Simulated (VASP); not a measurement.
Crystal: NiMoIrPdW.

```
Ni Mo Pd Ir W
1.0
     2.34460   -1.43138    0.00906
     2.34460    1.43138    0.00906
    -2.20600    0.00000   10.92374
Ni Mo Pd Ir W
1 1 1 1 1
Direct
  0.49838 0.49838 0.29525
  0.31773 0.31773 0.91207
  0.24733 0.24733 0.49061
  0.74982 0.74982 0.10802
  0.68673 0.68673 0.69406
```

The cell was built by a generator and needn't be a form met in nature.

* Program: VASP 6.6.1
* Task: relaxation of cell and atoms
* Functional: rev-vdW-DF2
* Potentials or basis: VASP PAW PBE potentials, release 64 (Ni, Mo_sv, Pd, Ir, W_sv)
* Cutoff: 600 eV
* k mesh: 11 × 11 × 3
* Occupations: fermi-dirac, width 0.05 eV
* Spin: collinear spin, ferromagnetic start
* Starting moments: [1.0, 1.0, 0.0, 0.6, 0.0] μB

At the start: pressure -3.3 GPa; volume 14.68 Å³/atom.

Question: How do energy, volume and symmetry change on relaxing?

Answer: Over 29 steps the energy falls by 2.9 meV/atom and the volume is 14.46 Å³/atom (-1.5 %); space group Cm (No. 8, to 0.05 Å); moment 0.00 μB per cell.

The path:
```tsv
step	energy change (eV)	largest force (eV/Å)	pressure (GPa)	volume (Å³)
1	0.0000	0.0915	-3.34	73.38
2	0.0447	0.2446	8.71	70.18
3	-0.0115	0.1259	0.12	72.36
4	-0.0127	0.0574	0.03	72.33
5	-0.0127	0.0598	0.02	72.32
6	-0.0132	0.0490	-0.15	72.34
7	-0.0133	0.0722	-0.37	72.37
8	-0.0135	0.0390	-0.21	72.36
9	-0.0137	0.0351	0.25	72.20
10	-0.0137	0.0351	0.33	72.22
11	-0.0137	0.0365	0.10	72.26
12	-0.0137	0.0364	0.07	72.24
13	-0.0137	0.0361	0.11	72.23
14	-0.0137	0.0361	0.15	72.23
15	-0.0140	0.0298	0.15	72.25
16	-0.0141	0.0491	0.01	72.28
17	-0.0143	0.0376	-0.10	72.30
18	-0.0144	0.0244	-0.13	72.33
19	-0.0144	0.0209	0.19	72.22
20	-0.0144	0.0201	0.05	72.26
21	-0.0145	0.0119	0.06	72.28
22	-0.0145	0.0166	0.01	72.29
23	-0.0145	0.0151	-0.04	72.29
24	-0.0145	0.0121	-0.03	72.28
25	-0.0145	0.0127	-0.01	72.28
26	-0.0145	0.0136	0.02	72.29
27	-0.0145	0.0090	-0.16	72.31
28	-0.0145	0.0096	-0.12	72.31
29	-0.0145	0.0084	-0.09	72.30
```

Final structure:
```xyz
5
Lattice="2.3462 -1.4106 0.0159 2.3462 1.4106 0.0159 -2.1754 0.0000 10.9080" Properties=species:S:1:pos:R:3 pbc="T T T"
Ni    1.6887    0.0000    3.2439
Mo   -0.4700    0.0000    9.9618
Pd    0.1014    0.0000    5.3485
Ir    3.2803    0.0000    1.2128
W     1.6921    0.0000    7.5828
```

Caveat: the PAW data sets were made with another functional, which shifts forces and pressure a little.
